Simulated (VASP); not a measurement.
An input for Quantum ESPRESSO's pw.x (written as the equivalent of a VASP run, and not itself run):

```
&CONTROL
  calculation = 'scf'
  pseudo_dir = './pseudo'
  outdir = './out'
  tprnfor = .true.
  tstress = .true.
/
&SYSTEM
  ibrav = 0
  nat = 2
  ntyp = 2
  ecutwfc = 86
  occupations = 'smearing'
  smearing = 'gaussian'
  degauss = 0.003675
  input_dft = 'pbe'
/
&ELECTRONS
  conv_thr = 7.3e-08
  electron_maxstep = 100
/
ATOMIC_SPECIES
  Hg 200.592 Hg.upf
  Se 78.971 Se.upf
CELL_PARAMETERS angstrom
     0.0000000    3.1008000    3.1008000
     3.1008000    0.0000000    3.1008000
     3.1008000    3.1008000    0.0000000
ATOMIC_POSITIONS crystal
  Hg   0.0000000  0.0000000  0.0000000
  Se   0.2500000  0.2500000  0.2500000
K_POINTS automatic
  7 7 7 0 0 0
```

Q: Translate this input to VASP (INCAR, KPOINTS, POSCAR, choice of POTCAR).

A: Several could match; the one computed here: 
### POSCAR
```
HgSe
1
    0.0000000000     3.1008000000     3.1008000000
    3.1008000000     0.0000000000     3.1008000000
    3.1008000000     3.1008000000     0.0000000000
Hg Se
1 1
Direct
  0.0000000000   0.0000000000   0.0000000000
  0.2500000000   0.2500000000   0.2500000000
```

### INCAR
```
ALGO  =  Normal
EDIFF  =  1E-6
ENCUT  =  400
GGA  =  PE
ISIF  =  2
ISMEAR  =  0
LASPH  =  .True.
LCHARG  =  .False.
LMAXMIX  =  6
LREAL  =  .False.
LWAVE  =  .False.
NELM  =  100
PREC  =  Accurate
SIGMA  =  0.05
SYSTEM  =  HgSe
```

KPOINTS:
```
Automatic mesh
0
Gamma
7 7 7
0 0 0
```

POTCAR, in this order: Hg Se (PBE.64 set). Program: vasp_std.

What does not carry over: the potentials are each code's own (VASP's PAW set, PseudoDojo norm-conserving files in pw.x), so ENCUT and ecutwfc are chosen apart and not converted; conv_thr bounds pw.x's estimated SCF error, while EDIFF bounds the energy change between steps.

The compound is HgSe in the zinc blende structure. The cell was not relaxed at this level.
